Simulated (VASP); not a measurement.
Here is the system:

```
CELL_PARAMETERS angstrom
      1.51245    -2.61965     0.00000
      1.51245     2.61965     0.00000
      0.00000     0.00000     3.20361
ATOMIC_POSITIONS crystal
  Ti 0.00000 0.00000 0.00000
  B  0.33333 0.66667 0.50000
  B  0.66667 0.33333 0.50000
```

Level of theory: TPSS meta-GGA, VASP's PBE PAW potentials (set 64) (plane waves; VASP). Numerical set-up: 520 eV cut-off, 12×12×10 Γ-centred mesh, first-order Methfessel-Paxton smearing of 0.10 eV, potentials Ti_sv B.

### Question
Predict the energy per atom (σ→0), band gap (on the k-mesh) with the smallest direct gap where there is one.

### Answer

| Quantity | Result |
|---|---|
| band gap (on the k-mesh) | none (metal, semimetal or under 0.01 eV) |
| energy per atom (σ→0) | -11.322 eV/atom |

The absolute energy has meaning only against runs of the same code, potentials and settings.

The compound is TiB2 in the AlB2 type structure. It was relaxed first.
